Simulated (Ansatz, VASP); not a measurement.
# ZrSeS: VASP beside Ansatz, part 2 of 2

Wanted: the spread between two codes on one cell, functional and k mesh. The structure shown is the start of the Ansatz relaxation below; VASP solves that cell, so the two are compared at the walk's first step.

VASP 6.6.1 and Ansatz 0.2.0.

So far. Step 3 (VASP: single point, PBEsol, start cell, pair 1): The run ends at a pressure of -0.35 GPa, with forces up to 0.17 eV/Å.

### Step 5. Ansatz: relaxation, PBEsol

Level of this step: Ansatz beside VASP: Kohn-Sham DFT, plane waves, PBEsol (Ansatz).

The two programs are compared at the cell with which this relaxation starts, whose forces are those of its first step.

The structure compared here is the start of the Ansatz relaxation; VASP solves that cell, so the two are compared at the walk's first step.

Input file input.yaml:

```yaml
crystal:
  lattice:
    - [3.5747741265, 0.0, 0.0]
    - [-1.7873870632, 3.1915929962, 0.0]
    - [0.0, 0.0, 30.0]
  atoms:
    - { symbol: Zr, position: [0.0004093134, 0.0008186267, 0.334899931] }
    - { symbol: S, position: [0.3314772925, 0.6629545851, 0.3818485401] }
    - { symbol: Se, position: [0.6681133941, 0.3362267882, 0.2799181956] }
  periodic: [true, true, false]
kpoints:
  mp_grid: { grid: [12, 12, 1] }
hamiltonian:
  xc: pbesol
  pseudopotentials: { kind: paw, azcp: { folder: soft_1 }, xc_functional: pbe }
scf:
  occupations: { method: gaussian, width: 0.02 }
output:
  forces: true
  stress: true
  eigenvalues: true
relax:
  adjacent_minimum: "off"
  f_tol: 0.001
  max_steps: 60
```

Launch:

```console
$ ansatz run input.yaml --threads 4 --pin off --max-ram 16384MiB --backend cpu --events-out ev --progress --plain --runs-dir out
```

Numbers of over 12 decimals in the logs are rounded to 6 here.

Output:

```text
[...]
Crystal: 3 atoms, lattice volume = 342.277 Å³
Basis set: ecut = 420 eV, 6639 PW (Γ), exchange–correlation on 48×50×432 points (8 copies of the dense FFT grid, shifted against one another)
Bands: 21, of which v1, the nominal top of the filled ones, is band 17 counted from 1 (16 counted from 0)
Symmetry: 2 space group operations
[...]
--- Relaxed structure (6 steps of the walk, 5 accepted, 0 SCFs on fresh bases) ---
  F+E_penalty+E_count = -10442.07700710 eV   max|allowed force component| = 3.230e-5 eV/Å
  cell:  # Å, volume = 342.2767 Å³
    - [3.5747741265, -2.8001363828608984e-11, 0.0]
    - [-1.787387, 3.191593, 0.0]
    - [0.0, 0.0, 30.0]
  atoms:
    - { symbol: Zr, position: [0.000604402, 0.0012088, 0.334890] }
    - { symbol: S, position: [0.330515, 0.661030, 0.382140] }
    - { symbol: Se, position: [0.668880, 0.337761, 0.279637] }
[key lines of the parts left out:]
SCF converged after 6 iterations
Free energy (F): -10442.077007 eV
Fermi energy:    -5.433632 eV
P = ½ c Tr σ = 1.4174 N/m
```

### Step 6. VASP: single point, PBEsol, start cell, pair 2

The same cell, functional, mesh and smearing now go to VASP, with its own data sets.

Input file INCAR:

```
SYSTEM = ZrSeS
PREC = Accurate
ENCUT = 400
EDIFF = 1E-06
NELM = 120
ISMEAR = 0
SIGMA = 0.02
LREAL = .FALSE.
ALGO = Normal
GGA = PS
NBANDS = 18
LASPH = .TRUE.
LORBIT = 11
LWAVE = .FALSE.
LCHARG = .FALSE.
ISIF = 2
LDIPOL = .TRUE.
IDIPOL = 3
DIPOL = 0.5 0.5 0.332
LVHAR = .TRUE.
GGA_COMPAT = .FALSE.
EFERMI = MIDGAP
NELMDL = -8
KPAR = 2
```

Input file POSCAR:

```
ZrSeS
1.0
    3.5747741265      0.0000000000      0.0000000000
   -1.7873870632      3.1915929962      0.0000000000
    0.0000000000      0.0000000000     30.0000000000
Zr S Se
1 1 1
Direct
    0.0004093567      0.0008187134      0.3348999333
    0.3314772596      0.6629545191      0.3818485333
    0.6681133844      0.3362267687      0.2799182000
```

Input file KPOINTS:

```
Automatic mesh
0
Gamma
12 12 1
0 0 0
```

Potentials, in the order of the species: Zr_sv, S and Se (PBE family, release 64).

Launch:

```console
$ mpirun -np 2 vasp_std
```

Output:

```text
[banner, memory and clock lines left out]
running    2 mpi-ranks, on    1 nodes
[...]
[... a notice as in an earlier step ...]

 LDA part: xc-table for (Slater+PW92), standard interpolation
 POSCAR, INCAR and KPOINTS ok, starting setup
[...]
entering main loop
       N       E                     dE             d eps       ncg     rms          rms(c)
DAV:   1     0.139275374046E+03    0.13928E+03   -0.92375E+03  2116   0.789E+02
DAV:   2    -0.522920994734E+01   -0.14450E+03   -0.14139E+03  2080   0.195E+02
DAV:   3    -0.228551289641E+02   -0.17626E+02   -0.17480E+02  2906   0.606E+01
DAV:   4    -0.232823597776E+02   -0.42723E+00   -0.42657E+00  2170   0.906E+00
[...]
DAV:  26    -0.216125029468E+02   -0.12814E-05   -0.21022E-08  1502   0.392E-04    0.955E-05
DAV:  27    -0.216125039568E+02   -0.10100E-05   -0.13570E-08  1430   0.335E-04    0.691E-05
DAV:  28    -0.216125040687E+02   -0.11181E-06   -0.52926E-10  1100   0.106E-04
   1 F= -.21612504E+02 E0= -.21612504E+02  d E =-.145435E-21
```

From OUTCAR (step 6):

```text
  Total        1.9248971      0.4773929      0.3350161      0.0000000     -0.1278877     -0.0000000
  in kB        9.0103306      2.2346483      1.5681907      0.0000000     -0.5986349     -0.0000000
  external PRESSURE =       4.2710565 kB  Pullay stress =       0.0000000 kB

 POSITION                                       TOTAL-FORCE (eV/Angst)
 -----------------------------------------------------------------------------------
      0.00000      0.00261     10.04700         0.000000      0.014949      0.000733
      0.00000      2.11588     11.45546        -0.000000     -0.050016      0.124432
      1.78739      1.07310      8.39755         0.000000      0.035068     -0.125165
 -----------------------------------------------------------------------------------
    total drift:                               -0.000001      0.000263      0.000168

  FREE ENERGIE OF THE ION-ELECTRON SYSTEM (eV)
  ---------------------------------------------------
  free  energy   TOTEN  =       -21.6125040687 eV

  energy  without entropy=      -21.6125040687  energy(sigma->0) =      -21.61250407

[... 3 further parts left out ...]
[key lines of the parts left out:]
E-fermi :  -3.2632
```

The run ends at a pressure of 0.43 GPa, with forces up to 0.13 eV/Å.

### Step 7. Comparison

What differs besides the data sets and the points named for the pairs above, as far as they apply: the data sets hold 34 valence electrons in Ansatz (on its PAW soft_1 files) and 24 in VASP. Total energies have different zeros and are not compared.

Forces (eV/Å; atoms numbered as in POSCAR):

```tsv
atom	Ansatz x, y, z	VASP x, y, z
Zr1	0.000, 0.016, -0.007	0.000, 0.015, 0.001
S2	0.000, -0.049, 0.103	0.000, -0.050, 0.124
Se3	0.000, 0.033, -0.096	0.000, 0.035, -0.125
```

The forces differ by 12 meV/Å r.m.s., which is 19.7 % of the r.m.s. force of 0.062 eV/Å (both taken over all components). Where the cell holds vacuum, a pressure given here is an average over it and none of the material.

### Step 8. Other set-ups

Further runs change the set-up of one program: Ansatz's method, potentials or start, or VASP's data sets, cutoff or form of LDA. The table gives that difference for each run.

```tsv
run	r.m.s. force difference (meV/Å)
as above	12
VASP with the data sets Zr_sv, S and Se_sv_GW and a cutoff of 620 eV	7.6
```

### Step 9. Ansatz: relaxation, PBEsol

The two programs are compared at the cell with which this relaxation starts, whose forces are those of its first step.

The structure compared here is the start of the Ansatz relaxation; VASP solves that cell, so the two are compared at the walk's first step.

input.yaml, the sections that differ from step 5:

```yaml
crystal:
  lattice:
    - [3.685334151, 0.0, 0.0]
    - [-1.8426670755, 3.0958452062, 0.0]
    - [0.0, 0.0, 30.0]
  atoms:
    - { symbol: Zr, position: [-0.0004895676, -0.0009791351, 0.3349003589] }
    - { symbol: S, position: [0.3353023053, 0.6706046105, 0.3818485389] }
    - { symbol: Se, position: [0.6651872623, 0.3303745246, 0.2799177689] }
  periodic: [true, true, false]
# kpoints, hamiltonian, scf, output, relax: as in step 5
```

Launch:

```console
$ ansatz run input.yaml --threads 4 --pin off --max-ram 16384MiB --backend cpu --events-out ev --progress --plain --runs-dir out
```

Output:

```text
[...]
Crystal: 3 atoms, lattice volume = 342.277 Å³
Basis set: ecut = 420 eV, 6633 PW (Γ), exchange–correlation on 50×50×432 points (8 copies of the dense FFT grid, shifted against one another)
Bands: 21, of which v1, the nominal top of the filled ones, is band 17 counted from 1 (16 counted from 0)
Symmetry: 2 space group operations
[...]
--- Relaxed structure (6 steps of the walk, 5 accepted, 0 SCFs on fresh bases) ---
  F+E_penalty+E_count = -10442.07745888 eV   max|allowed force component| = 9.317e-5 eV/Å
  cell:  # Å, volume = 342.2767 Å³
    - [3.685334151, 0.0, 0.0]
    - [-1.8426670755, 3.0958452062, 0.0]
    - [0.0, 0.0, 30.0]
  atoms:
    - { symbol: Zr, position: [-0.00081428, -0.00162856, 0.334892] }
    - { symbol: S, position: [0.336416, 0.672831, 0.382140] }
    - { symbol: Se, position: [0.664399, 0.328797, 0.279635] }
[key lines of the parts left out:]
SCF converged after 6 iterations
Free energy (F): -10442.077459 eV
Fermi energy:    -5.427587 eV
P = ½ c Tr σ = 1.4150 N/m
```

### Step 10. VASP: single point, PBEsol, start cell, pair 3

The same cell, functional, mesh and smearing now go to VASP, with its own data sets.

INCAR is that of step 6.

Input file POSCAR:

```
ZrSeS
1.0
    3.6853341510      0.0000000000      0.0000000000
   -1.8426670755      3.0958452062      0.0000000000
    0.0000000000      0.0000000000     30.0000000000
Zr S Se
1 1 1
Direct
    0.9995104729      0.9990209459      0.3349003667
    0.3353022941      0.6706045883      0.3818485333
    0.6651871995      0.3303743992      0.2799177667
```

KPOINTS is that of step 6.

Launch:

```console
$ mpirun -np 2 vasp_std
```

Output:

```text
[... set-up lines as in an earlier step ...]
 entering main loop
       N       E                     dE             d eps       ncg     rms          rms(c)
DAV:   1     0.141812639503E+03    0.14181E+03   -0.91422E+03  2092   0.788E+02
DAV:   2    -0.546326468779E+01   -0.14728E+03   -0.14363E+03  2134   0.196E+02
DAV:   3    -0.228869058607E+02   -0.17424E+02   -0.17385E+02  2894   0.608E+01
DAV:   4    -0.232819906065E+02   -0.39508E+00   -0.39436E+00  2168   0.911E+00
[...]
DAV:  26    -0.216129050048E+02   -0.12517E-05   -0.21463E-08  1486   0.397E-04    0.970E-05
DAV:  27    -0.216129060329E+02   -0.10281E-05   -0.13916E-08  1404   0.343E-04    0.711E-05
DAV:  28    -0.216129061275E+02   -0.94664E-07   -0.52363E-10  1078   0.106E-04
   1 F= -.21612906E+02 E0= -.21612906E+02  d E =-.189625E-25
```

OUTCAR, selected parts (step 10):

```text
  Total        0.5089086      1.8911375      0.3358725      0.0000000      0.1407494      0.0000000
  in kB        2.3821714      8.8523041      1.5721995      0.0000000      0.6588398      0.0000000
  external PRESSURE =       4.2688917 kB  Pullay stress =       0.0000000 kB

 POSITION                                       TOTAL-FORCE (eV/Angst)
 -----------------------------------------------------------------------------------
      1.84267      3.09281     10.04701         0.000000     -0.018632      0.000983
     -0.00000      2.07609     11.45546         0.000000      0.056180      0.124547
      1.84267      1.02279      8.39753         0.000000     -0.037548     -0.125530
 -----------------------------------------------------------------------------------
    total drift:                                0.000001      0.000010      0.000098

  FREE ENERGIE OF THE ION-ELECTRON SYSTEM (eV)
  ---------------------------------------------------
  free  energy   TOTEN  =       -21.6129061275 eV

  energy  without entropy=      -21.6129061275  energy(sigma->0) =      -21.61290613

[... 1 part as in an earlier step ...]

[... 2 further parts left out ...]
[key lines of the parts left out:]
E-fermi :  -3.2582
```

The run ends at a pressure of 0.43 GPa, with forces up to 0.14 eV/Å.

### Step 11. Comparison

What differs besides the data sets and the points named for the pairs above, as far as they apply: the data sets hold 34 valence electrons in Ansatz (on its PAW soft_1 files) and 24 in VASP. Total energies have different zeros and are not compared.

Forces (eV/Å; atoms numbered as in POSCAR):

```tsv
atom	Ansatz x, y, z	VASP x, y, z
Zr1	0.000, -0.020, -0.006	0.000, -0.019, 0.001
S2	0.000, 0.055, 0.103	0.000, 0.056, 0.125
Se3	0.000, -0.036, -0.097	0.000, -0.038, -0.126
```

The forces differ by 12 meV/Å r.m.s., which is 19.4 % of the r.m.s. force of 0.063 eV/Å (both taken over all components). Where the cell holds vacuum, a pressure given here is an average over it and none of the material.

### Step 12. Outcome

* r.m.s. force difference (single point, PBEsol, start cell, pair 1): 11 meV/Å
* r.m.s. force difference (single point, PBEsol, start cell, pair 2): 12 meV/Å
* r.m.s. force difference (single point, PBEsol, start cell, pair 3): 12 meV/Å

What this shows: The r.m.s. force difference is 12 meV/Å (single point, PBEsol, start cell, pair 2), at about the 12 meV/Å picked in this series as the mark of a large difference. The data sets hold unlike numbers of valence electrons (34 in Ansatz and 24 in VASP), so part of the differences may come from the potentials. Single point, PBEsol, start cell, pair 2, VASP with the data sets Zr_sv, S and Se_sv_GW and a cutoff of 620 eV: r.m.s. force difference goes from 12 to 7.6 meV/Å. What causes the difference of the single point, PBEsol, start cell, pair 3 pair stays open here. 13 further pairs of this series are not shown here. How closely two codes agree says nothing of how well the functional describes the real material.

[Lines on the potential files, build, host, timing and source positions are cut from VASP's logs without a mark.]

[Logs are printed without paths, hosts, clocks, repeated set-up lines and the standing remarks that a program may print on its own settings, such as how far it seeks lower states.]

[Hosts, paths, dates, database ids (printed as entryN), source tags and the programs' standing remarks are cut or masked in the printed files.]
